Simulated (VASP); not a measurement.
Here is the system:

```
CELL_PARAMETERS angstrom
      3.80969     0.00000     0.00000
      0.00000     3.80969     0.00000
      0.00000     0.00000     4.91630
ATOMIC_POSITIONS crystal
  Sn 0.50000 0.00000 0.76542
  Sn 0.00000 0.50000 0.23458
  O  0.50000 0.50000 0.00000
  O  0.00000 0.00000 0.00000
```

Level of theory: r2SCAN meta-GGA, VASP's PBE PAW potentials (set 64) (plane waves; VASP 6.6.1). Run with 520 eV cut-off, 7×7×5 Γ-centred mesh, tetrahedra with Blöchl corrections, potentials Sn_d O.

The cores are frozen, which limits the accuracy of field gradients.

**Question.** Give the principal components of the electric field gradient (V/Å²) and the asymmetry η at each nucleus.

**Answer.** 
| atom | Vxx | Vyy | Vzz | η |
|---|---|---|---|---|
| Sn1 | 93.7 | 93.7 | -187.4 | 0.00 |
| Sn2 | 93.7 | 93.7 | -187.4 | 0.00 |
| O3 | -1.1 | -1.1 | 2.2 | 0.00 |
| O4 | -1.1 | -1.1 | 2.2 | 0.00 |

The compound is SnO in the litharge structure. It was relaxed first.
